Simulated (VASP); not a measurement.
Crystal: BN.

```xyz
4
Lattice="2.5124 0.0000 0.0000 -1.2562 2.1758 0.0000 0.0000 0.0000 7.7073" Properties=species:S:1:pos:R:3 pbc="T T T"
B     0.0000    1.4506    1.9268
B     1.2562    0.7253    5.7804
N     0.0000    1.4506    5.7804
N     1.2562    0.7253    1.9268
```

The cell is a database's computed one.

```yaml
Program: VASP 6.6.1
Task: relaxation of cell and atoms
Functional: PBE
Dispersion: D3(BJ)
Potentials_or_basis: VASP PAW PBE potentials, release 64 (B, N)
Cutoff: 600 eV
k_mesh: 14 × 14 × 4
Occupations: gaussian, width 0.02 eV
Spin: no spin polarisation
```

At the start: pressure -1.9 GPa; volume 10.53 Å³/atom.

Q: How do energy, volume and symmetry change on relaxing?

A: Over 11 steps the energy falls by 14.3 meV/atom and the volume is 8.92 Å³/atom (-15.4 %); space group P6_3/mmc (No. 194, to 0.05 Å).

Step by step:
```csv
step,energy change (eV),largest force (eV/Å),pressure (GPa),volume (Å³)
1,0.0000,0.0000,-1.92,42.13
2,-0.0003,0.0000,1.86,41.37
3,-0.0024,0.0000,0.00,41.74
4,-0.0067,0.0000,0.03,41.38
5,-0.0196,0.0000,0.13,40.30
6,-0.0429,0.0000,0.47,38.15
7,-0.0454,0.0000,2.23,33.86
8,-0.0553,0.0000,1.04,36.25
9,-0.0563,0.0000,1.29,35.58
10,0.0175,0.0000,-11.85,36.51
11,-0.0570,0.0000,-0.01,35.67
```

Final structure:
```
CELL_PARAMETERS angstrom
2.50640 0.00000 0.00000
-1.25320 2.17061 0.00000
0.00000 0.00000 6.55556
ATOMIC_POSITIONS crystal
B 0.33333 0.66667 0.25000
B 0.66667 0.33333 0.75000
N 0.33333 0.66667 0.75000
N 0.66667 0.33333 0.25000
```

Caveat: the volume moved by over 15 % at a fixed basis, so the end points are rough.
